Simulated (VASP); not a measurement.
# YTlS3: single point with PBE

The system is YTlS3.

```xyz
5
Lattice="5.3152 0.0000 0.0000 0.0000 5.3152 0.0000 0.0000 0.0000 5.3152" Properties=species:S:1:pos:R:3 pbc="T T T"
Y     0.0000    0.0000    0.0000
Tl    2.6576    2.6576    2.6576
S     2.6576    0.0000    0.0000
S     0.0000    2.6576    0.0000
S     0.0000    0.0000    2.6576
```

The cell was built by a generator and needn't be a form met in nature.

```json
{
  "Program": "VASP 6.6.1",
  "Task": "single point",
  "Functional": "PBE",
  "Potentials or basis": "VASP PAW PBE potentials, release 64 (Y_sv, Tl_d, S)",
  "Cutoff": "520 eV",
  "k mesh": "8 × 8 × 8",
  "Occupations": "gaussian, width 0.1 eV",
  "Spin": "no spin polarisation"
}
```

The pressure is -0.1 GPa and the band gap on the k mesh is none (metal or under the smearing width).

Levels at points of the mesh, in eV from the Fermi level:
```csv
k point,band 18,band 19,band 20,band 21,band 22,band 23,band 24,band 25
"(0.00, 0.00, 0.00)",-0.34,-0.34,0.09,0.09,0.09,3.26,3.26,3.26
"(0.50, 0.00, 0.00)",-1.21,-0.54,-0.20,0.03,0.03,3.26,3.33,4.59
"(0.50, 0.50, 0.00)",-1.08,-1.03,-1.03,-0.81,0.50,3.79,4.51,4.51
"(0.50, 0.50, 0.50)",-1.99,-1.99,0.50,0.50,0.50,5.03,5.03,5.03
```

Run time: 3.5 min on 1 thread of Intel(R) Xeon(R) Platinum 8259CL CPU @ 2.50GHz (Skylake/Cascade Lake), on a shared host, peak memory 0.36 GiB.

The run has no spin-orbit coupling, so splittings on Tl are missing.
